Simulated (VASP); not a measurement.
Here is the system:

```
WC
1.0
    2.90200     0.00000     0.00000
   -1.45100     2.51321     0.00000
    0.00000     0.00000     2.83100
W C
1 1
Cartesian
  0.00000   0.00000   0.00000
  1.45100   0.83773   1.41550
```

The numbers are results of r2SCAN+rVV10, VASP's PBE PAW potentials (set 64) (plane waves; VASP 6.6.1), not measurements. Settings: 520 eV cut-off, 9×9×8 Γ-centred mesh, Gaussian smearing of 0.050 eV, potentials W_sv C.

Task: The ions, cell shape and volume are relaxed. Give the cell that the relaxation ends in.

Result: 
```
WC
1.0
    2.91256     0.00000     0.00000
   -1.45628     2.52235     0.00000
    0.00000     0.00000     2.83867
W C
1 1
Direct
  0.00000   0.00000   0.00000
  0.66667   0.33333   0.50000
```
Space group P-6m2 (187), at a tolerance of 0.03 Å.

Task: How do energy and volume change from the first to the last step?

Result: The energy (σ→0) changes by -1.4 meV/atom and the volume by +1.0 %, in 7 ionic steps.

The structure comes from a measured WC entry (P-6m2) of the Crystallography Open Database, whose conditions weren't checked. This run relaxes it. Symmetry was kept, so distortions that lower it aren't found.
